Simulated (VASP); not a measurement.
Runs of VASP 6.6.1 on CdNiSe3. It takes space group Pm-3m (No. 221, cubic). The conventional cell has a = 4.767 Å, b = 4.767 Å, c = 4.767 Å, α = 90.00°, β = 90.00°, γ = 90.00°. Cd (site symmetry m-3m) has 12 Se at 3.37 Å as nearest neighbours. Around Ni (site symmetry m-3m) lie 6 Se at 2.38 Å. Around Se (site symmetry 4/mmm) lie 2 Ni at 2.38 Å. The cell was built by a generator and needn't be a form met in nature.

```csv
level,gap on the mesh (eV),pressure (GPa),moment (μB),relaxed volume (Å³/atom)
RPBE,none,0.0,0.00,22.50
vdW-DF-cx,none,0.0,0.00,20.84
rev-vdW-DF2,none,0.0,0.00,(b)
PW91,none,0.0,0.00,21.72
optB88-vdW,none,0.0,0.00,(a)
```

Alike in all rows: task relaxation of cell and atoms; potentials or basis VASP PAW PBE potentials, release 64 (Cd, Ni, Se); spin collinear, ferromagnetic start; cell relaxed; k mesh 5 × 5 × 5; cutoff (eV) 600; smearing fermi-dirac 0.05 eV.

Problem. Fill in the values left out.

Solution. (a) 21.78; (b) 21.29.

Caveats: the PAW data sets were made with another functional, which shifts forces and pressure a little.

A k mesh can miss the band edges, and the runs leave out spin-orbit coupling on Cd, Se.

A gap of «none» marks a metal or a gap under the smearing width.

Runs at the PBE level aren't shown here.
